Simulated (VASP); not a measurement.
Input:

```xyz
2
Lattice="1.7948 -3.1086 0.0000 1.7948 3.1086 0.0000 0.0000 0.0000 5.6099" Properties=species:S:1:pos:R:3 pbc="T T T"
Tb     1.7948     1.0362     1.4025
Tb     1.7948    -1.0362     4.2074
```

These are optB88-vdW, VASP's PBE PAW potentials (set 64) (plane waves; VASP 6.6.1) values and carry that method's errors. Run with 520 eV cut-off, Gaussian smearing of 0.050 eV, potentials Tb_3.

The 4f electrons are frozen in the core of the lanthanide potential, so 4f levels, which can set the real gap, and their magnetism are missing.

Problem. Give the energies of bands 7 to 12 at the high-symmetry points, in eV from the Fermi level.

Solution. 
| band | Γ | M | K | A | L | H |
|---|---|---|---|---|---|---|
| 7 | -4.95 | -1.84 | -1.04 | -3.33 | -1.95 | -0.62 |
| 8 | -2.19 | -1.51 | -0.64 | -3.33 | -1.95 | -0.62 |
| 9 | 1.61 | -1.04 | -0.64 | 0.96 | -0.04 | -0.39 |
| 10 | 1.69 | 0.26 | -0.33 | 0.96 | -0.04 | -0.39 |
| 11 | 1.69 | 1.36 | 1.15 | 1.59 | 1.90 | 0.65 |
| 12 | 2.09 | 1.62 | 1.15 | 1.59 | 1.90 | 0.65 |

It has no gap at this level: it comes out as a metal or semimetal.

The compound is Tb in the hcp structure. It was relaxed first.
